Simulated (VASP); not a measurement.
A convergence study with VASP on Re (hcp): a few settings are varied, all else stays as given below, so the limit is that of these other settings. The cell's lengths are 1 % over those of the tabulated start and one atom is moved, so it is off equilibrium.

```yaml
crystal:
  lattice:
    - [1.39380, -2.41413, 0.00000]
    - [1.39380, 2.41413, 0.00000]
    - [0.00000, 0.00000, 4.50460]
  atoms:
    - { symbol: Re, position: [0.33333, 0.66667, 0.25000] }
    - { symbol: Re, position: [0.68841, 0.35507, 0.75000] }
```

Level of theory: LDA (Ceperley-Alder, Perdew-Zunger), VASP's LDA PAW potentials (set 64) (plane waves; VASP). The last row used: 550 eV cut-off, 13×13×7 Γ-centred mesh, first-order Methfessel-Paxton smearing of 0.10 eV, potentials Re.

```json
[
 {"setting": "ALGO = Normal, EDIFF = 1E-2", "E (eV/atom)": "-13.7135", "pressure (GPa)": "-19.61", "largest force (eV/Å)": "0.243", "electronic steps": "9"},
 {"setting": "ALGO = Normal, EDIFF = 1E-3", "E (eV/atom)": "-13.7137", "pressure (GPa)": "-19.15", "largest force (eV/Å)": "0.244", "electronic steps": "10"},
 {"setting": "ALGO = Normal, EDIFF = 1E-4", "E (eV/atom)": "-13.7137", "pressure (GPa)": "-19.11", "largest force (eV/Å)": "0.244", "electronic steps": "10"},
 {"setting": "ALGO = Normal, EDIFF = 1E-5", "E (eV/atom)": "-13.7137", "pressure (GPa)": "-19.13", "largest force (eV/Å)": "0.244", "electronic steps": "10"},
 {"setting": "ALGO = Normal, EDIFF = 1E-6", "E (eV/atom)": "-13.7137", "pressure (GPa)": "-19.22", "largest force (eV/Å)": "0.244", "electronic steps": "11"},
 {"setting": "ALGO = Normal, EDIFF = 1E-7", "E (eV/atom)": "-13.7137", "pressure (GPa)": "-19.21", "largest force (eV/Å)": "0.244", "electronic steps": "12"},
 {"setting": "ALGO = Normal, EDIFF = 1E-8", "E (eV/atom)": "-13.7137", "pressure (GPa)": "-19.21", "largest force (eV/Å)": "0.244", "electronic steps": "13"},
 {"setting": "ALGO = Normal, EDIFF = 1E-9", "E (eV/atom)": "-13.7137", "pressure (GPa)": "-19.21", "largest force (eV/Å)": "0.244", "electronic steps": "15"},
 {"setting": "ALGO = Fast, EDIFF = 1E-2", "E (eV/atom)": "-13.7120", "pressure (GPa)": "-19.86", "largest force (eV/Å)": "0.247", "electronic steps": "9"},
 {"setting": "ALGO = Fast, EDIFF = 1E-3", "E (eV/atom)": "-13.7136", "pressure (GPa)": "-18.07", "largest force (eV/Å)": "0.243", "electronic steps": "11"},
 {"setting": "ALGO = Fast, EDIFF = 1E-4", "E (eV/atom)": "-13.7137", "pressure (GPa)": "-18.91", "largest force (eV/Å)": "0.244", "electronic steps": "12"},
 {"setting": "ALGO = Fast, EDIFF = 1E-5", "E (eV/atom)": "-13.7137", "pressure (GPa)": "-19.16", "largest force (eV/Å)": "0.244", "electronic steps": "13"},
 {"setting": "ALGO = Fast, EDIFF = 1E-6", "E (eV/atom)": "-13.7137", "pressure (GPa)": "-19.21", "largest force (eV/Å)": "0.244", "electronic steps": "15"},
 {"setting": "ALGO = Fast, EDIFF = 1E-7", "E (eV/atom)": "-13.7137", "pressure (GPa)": "-19.21", "largest force (eV/Å)": "0.244", "electronic steps": "16"},
 {"setting": "ALGO = Fast, EDIFF = 1E-8", "E (eV/atom)": "-13.7137", "pressure (GPa)": "-19.21", "largest force (eV/Å)": "0.244", "electronic steps": "18"},
 {"setting": "ALGO = Fast, EDIFF = 1E-9", "E (eV/atom)": "-13.7137", "pressure (GPa)": "-19.21", "largest force (eV/Å)": "0.244", "electronic steps": "19"},
 {"setting": "ALGO = All, EDIFF = 1E-2", "E (eV/atom)": "-13.7123", "pressure (GPa)": "-18.86", "largest force (eV/Å)": "0.246", "electronic steps": "11"},
 {"setting": "ALGO = All, EDIFF = 1E-3", "E (eV/atom)": "-13.7134", "pressure (GPa)": "-19.19", "largest force (eV/Å)": "0.243", "electronic steps": "13"},
 {"setting": "ALGO = All, EDIFF = 1E-4", "E (eV/atom)": "-13.7137", "pressure (GPa)": "-19.22", "largest force (eV/Å)": "0.243", "electronic steps": "16"},
 {"setting": "ALGO = All, EDIFF = 1E-5", "E (eV/atom)": "-13.7137", "pressure (GPa)": "-19.17", "largest force (eV/Å)": "0.244", "electronic steps": "20"},
 {"setting": "ALGO = All, EDIFF = 1E-6", "E (eV/atom)": "-13.7137", "pressure (GPa)": "-19.22", "largest force (eV/Å)": "0.244", "electronic steps": "23"},
 {"setting": "ALGO = All, EDIFF = 1E-7", "E (eV/atom)": "-13.7137", "pressure (GPa)": "-19.20", "largest force (eV/Å)": "0.244", "electronic steps": "28"},
 {"setting": "ALGO = All, EDIFF = 1E-8", "E (eV/atom)": "-13.7137", "pressure (GPa)": "-19.21", "largest force (eV/Å)": "0.244", "electronic steps": "32"},
 {"setting": "ALGO = All, EDIFF = 1E-9", "E (eV/atom)": "-13.7137", "pressure (GPa)": "-19.21", "largest force (eV/Å)": "0.244", "electronic steps": "38"}
]
```

Left out are rungs that failed or repeat a setting and relaxations that didn't move; long series are thinned to 24 rows.

The compound is Re in the hcp structure. The cell was not relaxed at this level, it is distorted from the ideal structure.
